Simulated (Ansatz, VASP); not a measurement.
# Al37SiP12O87 (glassy 76Al2O3-24P2O5 (mol %)) in two plane-wave programs, part 2 of 2

One calculation is typed for both programs; each brings its own data sets. How far apart do they land? Of the first pair: The structure shown is the start of the Ansatz relaxation below; VASP solves that cell, so the two are compared at the walk's first step.

VASP 6.6.1 and Ansatz 0.2.0.

So far. Step 4 (Differences): The forces differ by 46 meV/Å r.m.s., which is 15.2 % of the r.m.s. force of 0.303 eV/Å (both taken over all components). Moments aren't recorded for both runs of this pair, so they may hold unlike magnetic states.

### Step 5. Ansatz: relaxation, PBE

Level of this step: Ansatz beside VASP: Kohn-Sham DFT, plane waves, PBE (Ansatz).

This run makes the geometry at which the two programs are then compared.

The structure compared here is the end of the Ansatz relaxation.

input.yaml

```yaml
crystal:
  lattice:
    - [11.63754, 0.0, 0.0]
    - [0.0, 11.63754, 0.0]
    - [0.0, 0.0, 11.63754]
  atoms:
    - { symbol: Al, position: [0.6855, 0.10193, 0.42801] }
    - { symbol: Al, position: [0.88152, 0.00754, 0.5714] }
[... 3 atom lines left out ...]
    - { symbol: Al, position: [0.10637, 0.07989, 0.14262] }
    - { symbol: Al, position: [0.09075, 0.04643, 0.7108] }
[... 3 atom lines left out ...]
    - { symbol: Al, position: [0.28977, 0.83964, 0.27339] }
[... 1 atom line left out ...]
    - { symbol: Al, position: [0.8721, 0.70237, 0.1549] }
[... 7 atom lines left out ...]
    - { symbol: Al, position: [0.36472, 0.73531, 0.62062] }
    - { symbol: Al, position: [0.87958, 0.66003, 0.88276] }
[... 2 atom lines left out ...]
    - { symbol: Al, position: [0.49892, 0.1886, 0.74704] }
    - { symbol: Al, position: [0.73196, 0.86259, 0.74191] }
    - { symbol: Al, position: [0.80221, 0.01559, 0.95781] }
[... 1 atom line left out ...]
    - { symbol: Al, position: [0.87132, 0.25681, 0.61252] }
    - { symbol: Al, position: [0.08992, 0.59674, 0.96633] }
[... 2 atom lines left out ...]
    - { symbol: Al, position: [0.04661, 0.47664, 0.72361] }
[... 3 atom lines left out ...]
    - { symbol: Al, position: [0.63842, 0.10676, 0.14079] }
    - { symbol: Al, position: [0.43272, 0.79075, 0.04468] }
    - { symbol: P, position: [0.20917, 0.59378, 0.21169] }
[... 4 atom lines left out ...]
    - { symbol: P, position: [0.0815, 0.99696, 0.37809] }
[... 10 atom lines left out ...]
    - { symbol: O, position: [0.06356, 0.44337, 0.02405] }
    - { symbol: O, position: [0.85163, 0.78548, 0.79654] }
[... 1 atom line left out ...]
    - { symbol: O, position: [0.01135, 0.02609, 0.26114] }
    - { symbol: O, position: [0.72394, 0.71642, 0.15612] }
    - { symbol: O, position: [0.81628, 0.16348, 0.94491] }
    - { symbol: O, position: [0.3647, 0.67095, 0.98422] }
[... 2 atom lines left out ...]
    - { symbol: O, position: [0.13236, 0.92337, 0.81586] }
[... 1 atom line left out ...]
    - { symbol: O, position: [0.23928, 0.06994, 0.20693] }
[... 5 atom lines left out ...]
    - { symbol: O, position: [0.98273, 0.54816, 0.84403] }
    - { symbol: O, position: [0.03362, 0.76842, 0.66981] }
[... 6 atom lines left out ...]
    - { symbol: O, position: [0.98366, 0.26192, 0.85255] }
[... 7 atom lines left out ...]
    - { symbol: O, position: [0.16807, 0.90343, 0.34998] }
[... 8 atom lines left out ...]
    - { symbol: O, position: [0.1219, 0.96526, 0.04425], spin: 0.6 }
    - { symbol: O, position: [0.734, 0.60873, 0.86316] }
[... 3 atom lines left out ...]
    - { symbol: O, position: [0.9269, 0.65296, 0.28506] }
[... 2 atom lines left out ...]
    - { symbol: O, position: [0.89108, 0.6028, 0.03651] }
[... 2 atom lines left out ...]
    - { symbol: O, position: [0.25989, 0.69625, 0.27735] }
    - { symbol: O, position: [0.05862, 0.20492, 0.08619] }
    - { symbol: O, position: [0.31817, 0.07893, 0.98831] }
[... 2 atom lines left out ...]
    - { symbol: O, position: [0.16525, 0.13218, 0.82128] }
[... 3 atom lines left out ...]
    - { symbol: O, position: [0.92777, 0.94558, 0.92706], spin: 0.6 }
[... 5 atom lines left out ...]
    - { symbol: O, position: [0.14778, 0.64298, 0.10379] }
[... 2 atom lines left out ...]
    - { symbol: O, position: [0.7678, 0.02141, 0.11147] }
    - { symbol: O, position: [0.34127, 0.88058, 0.13552] }
    - { symbol: O, position: [0.95004, 0.98291, 0.70398] }
    - { symbol: O, position: [0.02257, 0.74379, 0.93001], spin: 0.6 }
[... 2 atom lines left out ...]
    - { symbol: O, position: [0.68967, 0.96223, 0.86167] }
[... 1 atom line left out ...]
    - { symbol: O, position: [0.93057, 0.83879, 0.14519], spin: 0.6 }
[... 1 atom line left out ...]
    - { symbol: O, position: [0.20367, 0.5944, 0.86592] }
    - { symbol: O, position: [0.82087, 0.37897, 0.91182] }
magnetization:
  spin_polarized: true
kpoints:
  mp_grid: { grid: [1, 1, 1] }
hamiltonian:
  xc: pbe
scf:
  occupations: { method: fermi_dirac, width: 0.025 }
  lower_state_search: "off"
output:
  forces: true
  eigenvalues: true
relax:
  f_tol: 0.05
  max_steps: 90
```

Run with:

```
$ ansatz run input.yaml --threads 4 --pin off --max-ram 8192MiB --backend cpu --events-out ev --progress --plain --runs-dir out
```

Numbers of over 12 decimals in the logs are rounded to 6 here.

What it wrote:

```text
[...]
Crystal: 137 atoms, lattice volume = 1576.099 Å³
Basis set: ecut = 420 eV, 31031 PW (Γ), exchange–correlation on 160×160×160 points (8 copies of the dense FFT grid, shifted against one another)
Bands: 487, of which v1, the nominal top of the filled ones, is band 349 counted from 1 (348 counted from 0)
Symmetry: 1 space group operations
[...]
k-points: 1
[...]
Starting moments: Σ|m| = 3 μB on 5 of 137 sites
[...]
- { symbol: O, position: [0.633030, 0.795556, 0.334552] }
    - { symbol: O, position: [0.380892, 0.287821, 0.796766] }
    - { symbol: O, position: [0.834999, 0.760248, 0.443222] }
    - { symbol: O, position: [0.059644, 0.437645, 0.024996] }
    - { symbol: O, position: [0.853671, 0.784375, 0.801315] }
    - { symbol: O, position: [0.535652, 0.014209, 0.075532] }
    - { symbol: O, position: [0.00712329, 0.019793, 0.260398] }
[...]
- { symbol: O, position: [0.955597, 0.824055, 0.135448] }
    - { symbol: O, position: [0.109247, 0.568263, 0.614808] }
    - { symbol: O, position: [0.203698, 0.590784, 0.867518] }
    - { symbol: O, position: [0.823225, 0.380023, 0.908287] }
```

### Step 6. VASP: single point, PBE, relaxed cell, pair 2

The same cell, functional, mesh and smearing now go to VASP, with its own data sets.

INCAR

```
SYSTEM = Al37SiP12O87
PREC = Accurate
ENCUT = 520
EDIFF = 1E-06
NELM = 200
ISMEAR = -1
SIGMA = 0.025
LREAL = Auto
ALGO = Normal
GGA = PE
NBANDS = 444
ISPIN = 2
MAGMOM = -0 -0 -0 -0 -0 -0 -0 -0 -0 -0 -0 -0 -0 -0 -0 -0 -0 -0 -0 -0 -0 -0 -0 -0 -0 -0 -0 -0 -0 -0 -0 -0 -0 -0 -0 -0 -0 -0 -0 -0 -0 -0 -0 -0 -0 -0 -0 -0 -0 -0 -0 -0 -0 -0 -0 -0 -0 -0 -0 -0 -0 -0 -0 -0 -0 -0 -0 -0 -0 -0 -0 -0 -0 -0 -0 -0 -0 -0 -0 -0 -0 -0 -0 -0 -0 -0 -0 -0 -0 -0 -0 -0 -0 -0 -0 -0 -0 -0 -0 -0 -0 -0 -0 -0 -0 -0 -0 -0 -0 -0 -0 -0 -0 -0 -0 -0 -0 -0 -0 -0 -0 -0 -0 -0 -0 -0 -0 -0 -0 -0 -0 -0 -0 -0 -0 -0 -0
LORBIT = 11
LWAVE = .FALSE.
LCHARG = .FALSE.
ISIF = 2
LASPH = .TRUE.
GGA_COMPAT = .FALSE.
```

POSCAR

```
Al37SiP12O87
1.0
   11.6375400000      0.0000000000      0.0000000000
    0.0000000000     11.6375400000      0.0000000000
    0.0000000000      0.0000000000     11.6375400000
Al Si P O
37 1 12 87
Direct
    0.6820300000      0.1028700000      0.4335200000
    0.8772400000      0.0062900000      0.5723200000
[... 3 atom lines left out ...]
    0.1053800000      0.0703400000      0.1421200000
    0.0844300000      0.0512600000      0.7109400000
[... 3 atom lines left out ...]
    0.2878100000      0.8431500000      0.2710300000
[... 1 atom line left out ...]
    0.8795400000      0.6964900000      0.1527700000
[... 7 atom lines left out ...]
    0.8744200000      0.6536100000      0.8802200000
    0.2036700000      0.0085800000      0.9106900000
[... 2 atom lines left out ...]
    0.7325600000      0.8624600000      0.7445700000
    0.8001400000      0.0170400000      0.9658400000
    0.9947400000      0.8514300000      0.7855600000
[... 1 atom line left out ...]
    0.0903600000      0.5911400000      0.9681800000
    0.8476000000      0.0501200000      0.2517800000
[... 2 atom lines left out ...]
    0.3820500000      0.0290700000      0.1243300000
[... 3 atom lines left out ...]
    0.4337400000      0.7922000000      0.0403100000
    0.0120100000      0.8630800000      0.0172200000
    0.2137600000      0.5928100000      0.2132100000
[... 4 atom lines left out ...]
    0.0791500000      0.9942700000      0.3785900000
[... 10 atom lines left out ...]
    0.0596400000      0.4376400000      0.0250000000
    0.8536700000      0.7843800000      0.8013200000
[... 1 atom line left out ...]
    0.0071200000      0.0197900000      0.2604000000
    0.7347000000      0.7291300000      0.1552200000
    0.8155500000      0.1639400000      0.9472400000
    0.3636700000      0.6719900000      0.9837800000
[... 2 atom lines left out ...]
    0.1305400000      0.9234100000      0.8089400000
[... 1 atom line left out ...]
    0.2387500000      0.0580100000      0.2079000000
[... 5 atom lines left out ...]
    0.9867400000      0.5544600000      0.8407000000
    0.0304000000      0.7616000000      0.6647400000
[... 6 atom lines left out ...]
    0.9837800000      0.2565700000      0.8540100000
[... 7 atom lines left out ...]
    0.1642700000      0.8987000000      0.3521800000
[... 8 atom lines left out ...]
    0.1218200000      0.9533100000      0.0390900000
    0.7293800000      0.6062400000      0.8648200000
[... 3 atom lines left out ...]
    0.9285100000      0.6464200000      0.2838500000
[... 2 atom lines left out ...]
    0.8940800000      0.5992400000      0.0331200000
[... 2 atom lines left out ...]
    0.2650000000      0.6983800000      0.2727200000
    0.0583100000      0.1970800000      0.0893800000
    0.3159200000      0.0793300000      0.9902800000
[... 2 atom lines left out ...]
    0.1663100000      0.1307100000      0.8210100000
[... 3 atom lines left out ...]
    0.9274800000      0.9431700000      0.9393200000
[... 5 atom lines left out ...]
    0.1470100000      0.6352400000      0.1055300000
[... 2 atom lines left out ...]
    0.7706400000      0.0269300000      0.1201900000
    0.3430900000      0.8787900000      0.1329000000
    0.9458900000      0.9800000000      0.7062800000
    0.0325500000      0.7509700000      0.9311400000
[... 2 atom lines left out ...]
    0.6920300000      0.9611000000      0.8660900000
[... 1 atom line left out ...]
    0.9556000000      0.8240600000      0.1354500000
[... 1 atom line left out ...]
    0.2037000000      0.5907800000      0.8675200000
    0.8232200000      0.3800200000      0.9082900000
```

KPOINTS

```
Automatic mesh
0
Gamma
1 1 1
0 0 0
```

Potentials, in the order of the species: Al, Si, P and O (PBE family, release 64).

Run with:

```
$ export OMP_NUM_THREADS=3
$ mpirun -np 1 vasp_gam
```

What it wrote:

```text
[... set-up lines as in an earlier step ...]
 entering main loop
       N       E                     dE             d eps       ncg     rms          rms(c)
DAV:   1     0.624120626001E+04    0.62412E+04   -0.41724E+05  1808   0.155E+03
DAV:   2    -0.609876225364E+03   -0.68511E+04   -0.66298E+04  2168   0.376E+02
DAV:   3    -0.113655161740E+04   -0.52668E+03   -0.52282E+03  2088   0.110E+02
DAV:   4    -0.114701913387E+04   -0.10468E+02   -0.10417E+02  2104   0.167E+01
[...]
DAV:  18    -0.100349742201E+04    0.13924E-05   -0.35872E-05  2136   0.136E-02    0.118E-02
DAV:  19    -0.100349742168E+04    0.33325E-06   -0.17090E-05  2104   0.775E-03    0.597E-03
DAV:  20    -0.100349742168E+04   -0.50350E-08   -0.10534E-06  1248   0.244E-03
   1 F= -.10034974E+04 E0= -.10034801E+04  d E =-.346573E-01  mag=    -0.0015
```

Parts of OUTCAR (step 6):

```text
 magnetization (x)
# of ion       s       p       d       tot
------------------------------------------
    1       -0.000  -0.000   0.000  -0.000
    2       -0.000  -0.000   0.000  -0.000
    3       -0.000  -0.000   0.000  -0.000
    4       -0.000  -0.000   0.000  -0.000
    5       -0.000  -0.000   0.000  -0.000
    6       -0.000  -0.000   0.000  -0.000
    7       -0.000  -0.000   0.000  -0.000
    8       -0.000  -0.000   0.000  -0.000
    9       -0.000  -0.000   0.000  -0.000
   10       -0.000  -0.000   0.000  -0.000
   11       -0.000  -0.000   0.000  -0.000
   12       -0.000  -0.000   0.000  -0.000
   13       -0.000  -0.000   0.000  -0.000
[...]
--------------------------------------------------
tot         -0.001   0.000   0.000  -0.000

[... 1 part as in an earlier step ...]

[... 1 further part left out ...]
[key lines of the parts left out:]
E-fermi :   6.9926
```

The run ends at a pressure of 4.47 GPa, with forces up to 0.17 eV/Å.

### Step 7. Comparison

Forces on 7 of the 137 atoms, those with the largest forces and the largest differences (eV/Å; atoms numbered as in POSCAR):

| atom | Ansatz x, y, z | VASP x, y, z |
| --- | --- | --- |
| O60 | 0.001, -0.005, -0.002 | 0.035, 0.071, -0.097 |
| O69 | -0.022, -0.037, -0.046 | -0.088, -0.097, -0.112 |
| O74 | 0.010, -0.011, 0.048 | 0.024, -0.020, 0.159 |
| O90 | -0.010, 0.020, -0.002 | -0.027, 0.122, -0.036 |
| O102 | -0.007, 0.007, 0.008 | -0.029, 0.043, 0.114 |
| O108 | 0.011, -0.004, -0.009 | -0.045, -0.092, -0.084 |
| O115 | -0.001, 0.002, 0.001 | 0.011, 0.127, -0.027 |

The forces differ by 35 meV/Å r.m.s., where the r.m.s. force is 0.010 eV/Å in Ansatz and 0.037 eV/Å in VASP: the atoms lie near their places of rest in Ansatz, so a percentage would say little (all taken over all components).

### Step 8. What came out

| Quantity | Value |
| --- | --- |
| r.m.s. force difference (single point, PBE, start cell, pair 1) | 15 % of the r.m.s. force |
| r.m.s. force difference (single point, PBE, relaxed cell, pair 2) | 35 meV/Å |

The r.m.s. force difference is 15 % of the r.m.s. force (single point, PBE, start cell, pair 1), beyond the 3 % picked in this series as the mark of a large difference. What causes the difference of the single point, PBE, start cell, pair 1 pair stays open here. What causes the difference of the single point, PBE, relaxed cell, pair 2 pair stays open here. How closely two codes agree says nothing of how well the functional describes the real material.

[Lines on the potential files, build, host, timing and source positions are cut from VASP's logs without a mark.]

[Logs are printed without paths, hosts, clocks, repeated set-up lines and the standing remarks that a program may print on its own settings, such as how far it seeks lower states.]

[Hosts, paths, dates, database ids (printed as entryN), source tags and the programs' standing remarks are cut or masked in the printed files.]
